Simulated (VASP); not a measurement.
Input for VASP

**POSCAR**
```
RbBr
1
    0.0000000000     3.3379729329     3.3379729329
    3.3379729329    -0.0000000000     3.3379729329
    3.3379729329     3.3379729329     0.0000000000
Rb Br
1 1
Direct
  0.0000000000   0.0000000000   0.0000000000
  0.5000000000   0.5000000000   0.5000000000
```

INCAR:
```
ISIF = 3
LCHARG = F
ENCUT = 400   ! plane-wave cut-off (eV)
SYSTEM = RbBr
LREAL = F
PREC = Accurate
NSW = 60
EDIFF = 1E-6
SIGMA = 0.05   ! width (eV)
LWAVE = F
NELM = 100
ISMEAR = 0   ! Gaussian
LMAXMIX = 4
EDIFFG = -0.01
IBRION = 2   ! conjugate gradients
ALGO = Normal   ! blocked Davidson
LASPH = T   ! aspherical one-centre terms
```

### KPOINTS
```
Automatic mesh
0
gamma
 6 6 6
```

POTCAR, in this order: Rb_sv Br (LDA.64 set). Program: vasp_std.

**Question.** Translate this LDA calculation to Quantum ESPRESSO's pw.x.

**Answer.** One equivalent input (not run):
```
&CONTROL
  calculation = 'vc-relax'
  pseudo_dir = './pseudo'
  outdir = './out'
  tprnfor = .true.
  tstress = .true.
  nstep = 60
  forc_conv_thr = 0.00039
/
&SYSTEM
  ibrav = 0
  nat = 2
  ntyp = 2
  ecutwfc = 44
  occupations = 'smearing'
  smearing = 'gaussian'
  degauss = 0.003675
  input_dft = 'pz'
/
&ELECTRONS
  conv_thr = 7.3e-08
  electron_maxstep = 100
/
&IONS
/
&CELL
/
ATOMIC_SPECIES
  Rb 85.468 Rb.upf
  Br 79.904 Br.upf
CELL_PARAMETERS angstrom
     0.0000000    3.3379729    3.3379729
     3.3379729   -0.0000000    3.3379729
     3.3379729    3.3379729    0.0000000
ATOMIC_POSITIONS crystal
  Rb   0.0000000  0.0000000  0.0000000
  Br   0.5000000  0.5000000  0.5000000
K_POINTS automatic
  6 6 6 0 0 0
```
What does not carry over: the potentials are each code's own (VASP's PAW set, PseudoDojo norm-conserving files in pw.x), so ENCUT and ecutwfc are chosen apart and not converted; conv_thr bounds pw.x's estimated SCF error, while EDIFF bounds the energy change between steps; forc_conv_thr acts on force components and is met together with etot_conv_thr.

The compound is RbBr in the rock salt structure. It was relaxed first, which changed the volume by -9 %. The start is the result of an earlier pass.
